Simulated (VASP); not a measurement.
Data:

```
CELL_PARAMETERS angstrom
     -3.00175     3.00175     1.61016
      3.00175    -3.00175     1.61016
      3.00175     3.00175    -1.61016
ATOMIC_POSITIONS crystal
  Sn 0.25000 0.75000 0.50000
  Sn 0.00000 0.00000 0.00000
```

All values below come from revPBE GGA, VASP's PBE PAW potentials (set 64) (plane waves; VASP). Numerical set-up: 520 eV cut-off, Gaussian smearing of 0.050 eV, potentials Sn_d.

Task: Give the energies of bands 11 to 17 at the high-symmetry points, in eV from the Fermi level.

Result: 
| band | Γ | X | M | Z | P | N |
|---|---|---|---|---|---|---|
| 11 | -10.64 | -8.56 | -7.42 | -6.35 | -5.79 | -6.67 |
| 12 | -3.94 | -8.56 | -7.42 | -5.51 | -5.79 | -5.14 |
| 13 | -1.85 | 0.54 | -4.45 | -2.77 | -3.25 | -2.35 |
| 14 | -1.85 | 0.54 | -4.45 | -2.64 | -3.25 | -1.60 |
| 15 | 3.01 | 1.36 | 5.10 | -2.64 | 3.37 | -0.95 |
| 16 | 5.79 | 1.36 | 5.10 | 2.75 | 3.37 | 2.32 |
| 17 | 5.79 | 5.99 | 8.60 | 5.41 | 3.67 | 2.69 |

It has no gap at this level: it comes out as a metal or semimetal.

The compound is Sn in the beta structure. It was relaxed first, which changed the volume by +7 %.
